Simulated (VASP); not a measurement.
Input:

```xyz
4
Lattice="1.6010 -2.7730 0.0000 1.6010 2.7730 0.0000 0.0000 0.0000 5.2157" Properties=species:S:1:pos:R:3 pbc="T T T"
Ga     1.6010    -0.9243     2.6085
Ga     1.6010     0.9243     0.0007
N      1.6010    -0.9243     4.5735
N      1.6010     0.9243     1.9656
```

The numbers are results of rev-vdW-DF2, VASP's PBE PAW potentials (set 64) (plane waves; VASP), not measurements. Settings: 520 eV cut-off, 9×9×5 Γ-centred mesh, tetrahedra with Blöchl corrections, potentials Ga_d N.

The cores are frozen, which limits the accuracy of field gradients.

Problem. Give the principal components of the electric field gradient (V/Å²) and the asymmetry η at each nucleus.

Solution. 
```
atom   Vxx   Vyy  Vzz     η
----  ----  ----  ---  ----
Ga1   -2.3  -2.3  4.6  0.00
Ga2   -2.3  -2.3  4.6  0.00
N3    -0.4  -0.4  0.8  0.00
N4    -0.4  -0.4  0.8  0.00
```

The compound is GaN in the wurtzite structure. It was relaxed first.
